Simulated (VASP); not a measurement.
Input:

```xyz
4
Lattice="4.5724 0.0000 0.0000 -2.2862 3.9598 0.0000 0.0000 0.0000 12.4534" Properties=species:S:1:pos:R:3 pbc="T T T"
Sn     0.0000     0.0000     3.1133
Sn     0.0000     0.0000     9.3400
Sn     0.0000     2.6399     3.1133
Sn     2.2862     1.3199     9.3400
```

Computed with PBE GGA, VASP's PBE PAW potentials (set 64) (plane waves; VASP). Run with 400 eV cut-off, 6×6×2 Γ-centred mesh, first-order Methfessel-Paxton smearing of 0.10 eV, potentials Sn_d.

Unless said otherwise, spin-orbit coupling is left out, though it shifts the bands of the heavy elements here.

Task: What does the run give for the energy per atom (σ→0), pressure, band gap (on the k-mesh) with the smallest direct gap where there is one?

Result: 
```
Quantity                                                     Value
------------------------  ----------------------------------------
band gap (on the k-mesh)  none (metal, semimetal or under 0.01 eV)
energy per atom (σ→0)                       -306.7 kJ/mol of atoms
pressure                                                  3.41 GPa
```

Total energies compare only between runs with the same potentials, cut-off and functional.

The structure was generated: Sn was put into the graphite type (P6_3/mmc), which need not be its known phase. The cell was not relaxed at this level.
